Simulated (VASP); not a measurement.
Output of a VASP run:

**OSZICAR**
```
       N       E                     dE             d eps       ncg     rms          rms(c)
DAV:   1     0.134410296678E+04    0.13441E+04   -0.56555E+04   864   0.982E+02
DAV:   2     0.109805751704E+03   -0.12343E+04   -0.11986E+04  1037   0.295E+02
DAV:   3    -0.593648755151E+02   -0.16917E+03   -0.16818E+03  1112   0.132E+02
DAV:   4    -0.648173490562E+02   -0.54525E+01   -0.54391E+01   984   0.307E+01
DAV:   5    -0.650820484605E+02   -0.26470E+00   -0.26461E+00  1128   0.547E+00    0.833E+00
DAV:   6    -0.627800378612E+02    0.23020E+01   -0.39996E+00  1216   0.103E+01    0.497E+00
DAV:   7    -0.626005259368E+02    0.17951E+00   -0.24758E+00  1232   0.461E+00    0.206E+00
DAV:   8    -0.626379483031E+02   -0.37422E-01   -0.31959E-01  1104   0.232E+00    0.573E-01
DAV:   9    -0.626411149204E+02   -0.31666E-02   -0.42357E-02  1200   0.849E-01    0.182E-01
DAV:  10    -0.626426045713E+02   -0.14897E-02   -0.49008E-03   976   0.192E-01    0.111E-01
DAV:  11    -0.626435129951E+02   -0.90842E-03   -0.11095E-03  1112   0.131E-01    0.277E-02
DAV:  12    -0.626435539448E+02   -0.40950E-04   -0.79592E-05  1216   0.354E-02    0.174E-02
DAV:  13    -0.626435574035E+02   -0.34588E-05   -0.34897E-05   944   0.175E-02    0.330E-03
DAV:  14    -0.626435574271E+02   -0.23563E-07   -0.20959E-06   736   0.501E-03
   1 F= -.62643557E+02 E0= -.62643557E+02  d E =-.182350E-07
```

OUTCAR:
```
------------------------ aborting loop because EDIFF is reached ----------------------------------------
  FORCE on cell =-STRESS in cart. coord.  units (eV):
  Direction    XX          YY          ZZ          XY          YZ          ZX
  --------------------------------------------------------------------------------------
  Total       10.1056524     15.1907988     10.1067338      0.0000000      0.0000000      0.0000000
  in kB       21.1133961     31.7376197     21.1156555      0.0000000      0.0000000      0.0000000
  external PRESSURE =      24.6555571 kB  Pullay stress =       0.0000000 kB
  volume of cell :      766.86
      direct lattice vectors                 reciprocal lattice vectors
     8.289000000  0.000000000  0.000000000     0.120641814  0.000000000  0.000000000
     0.000000000 11.647271000  0.000000000     0.000000000  0.085857022  0.000000000
     0.000000000  0.000000000  7.943109000     0.000000000  0.000000000  0.125895289
 POSITION                                       TOTAL-FORCE (eV/Angst)
 -----------------------------------------------------------------------------------
      3.64583      2.91182      4.12605         0.017163     -0.000000     -0.029353
      4.64317      8.73545      3.81706        -0.017163     -0.000000      0.029353
      0.49867      8.73545      0.15449        -0.017163     -0.000000     -0.029353
      7.79033      2.91182      7.78862         0.017163     -0.000000      0.029353
      0.00000      5.82364      3.97155         0.000000     -0.000000     -0.000000
      4.14450      5.82364      0.00000         0.000000     -0.000000     -0.000000
      4.14450      0.00000      0.00000         0.000000     -0.000000     -0.000000
      0.00000      0.00000      3.97155         0.000000     -0.000000     -0.000000
      8.23711      8.73545      4.44552        -0.011561     -0.000000      0.291106
      0.05189      2.91182      3.49759         0.011561     -0.000000     -0.291106
      4.19639      2.91182      0.47397         0.011561     -0.000000      0.291106
      4.09261      8.73545      7.46914        -0.011561     -0.000000     -0.291106
      1.66625      0.36922      6.37665        -0.054750      0.040087      0.072917
      6.62275     11.27805      1.56646         0.054750     -0.040087     -0.072917
      2.47825     11.27805      2.40509         0.054750     -0.040087      0.072917
      5.81075      0.36922      5.53802        -0.054750      0.040087     -0.072917
      5.81075      5.45442      5.53802        -0.054750     -0.040087     -0.072917
      2.47825      6.19285      2.40509         0.054750      0.040087      0.072917
      6.62275      6.19285      1.56646         0.054750      0.040087     -0.072917
      1.66625      5.45442      6.37665        -0.054750     -0.040087      0.072917
 -----------------------------------------------------------------------------------
    total drift:                                0.000000      0.000000      0.000000
  FREE ENERGIE OF THE ION-ELECTRON SYSTEM (eV)
  ---------------------------------------------------
  free  energy   TOTEN  =       -62.6435574271 eV

  energy  without entropy=      -62.6435574089  energy(sigma->0) =      -62.64355742
```
(Selected blocks of OUTCAR.)

POSCAR:
```
CsPbBr3
1
    8.2890000000     0.0000000000     0.0000000000
    0.0000000000    11.6472710000     0.0000000000
    0.0000000000     0.0000000000     7.9431090000
Cs Pb Br
4 4 12
Direct
  0.4398400000   0.2500000000   0.5194500000
  0.5601600000   0.7500000000   0.4805500000
  0.0601600000   0.7500000000   0.0194500000
  0.9398400000   0.2500000000   0.9805500000
  0.0000000000   0.5000000000   0.5000000000
  0.5000000000   0.5000000000   0.0000000000
  0.5000000000   0.0000000000   0.0000000000
  0.0000000000   0.0000000000   0.5000000000
  0.9937400000   0.7500000000   0.5596700000
  0.0062600000   0.2500000000   0.4403300000
  0.5062600000   0.2500000000   0.0596700000
  0.4937400000   0.7500000000   0.9403300000
  0.2010200000   0.0317000000   0.8027900000
  0.7989800000   0.9683000000   0.1972100000
  0.2989800000   0.9683000000   0.3027900000
  0.7010200000   0.0317000000   0.6972100000
  0.7010200000   0.4683000000   0.6972100000
  0.2989800000   0.5317000000   0.3027900000
  0.7989800000   0.5317000000   0.1972100000
  0.2010200000   0.4683000000   0.8027900000
```

Reconstruct the remaining input files.

Several could match; the one computed here: the input of the run itself, PBE GGA, plane waves, VASP's PBE PAW potentials (set 64).

### KPOINTS
```
Automatic mesh
0
Gamma
2 1 2
0 0 0
```

INCAR:
```
# general
SYSTEM  = CsPbBr3
PREC    = Accurate
ENCUT   = 300
LREAL   = Auto
LASPH   = .TRUE.   # aspherical one-centre terms

# electronic loop
EDIFF   = 1E-6
NELM    = 100   # most electronic steps
ALGO    = Normal
LMAXMIX = 4   # l cut-off of mixed one-centre charges

# smearing
ISMEAR  = -1   # Fermi-Dirac
SIGMA   = 0.05

# functional
GGA     = PE   # PBE

# ions
ISIF    = 2   # forces and stress, cell fixed

# output
LWAVE   = .FALSE.
LCHARG  = .FALSE.
```

POTCAR, in this order: Cs_sv Pb_d Br (PBE.64 set). Program: vasp_std.

At this cut-off the stress carries a Pulay error, which pulls relaxed volumes low.

The structure comes from a computed database's CsPbBr3 entry; how it stands against other phases isn't given here. The cell was not relaxed at this level. The k-mesh is coarse (spacing up to 0.54 per Å, 2π included), so the numbers may not be converged in it.
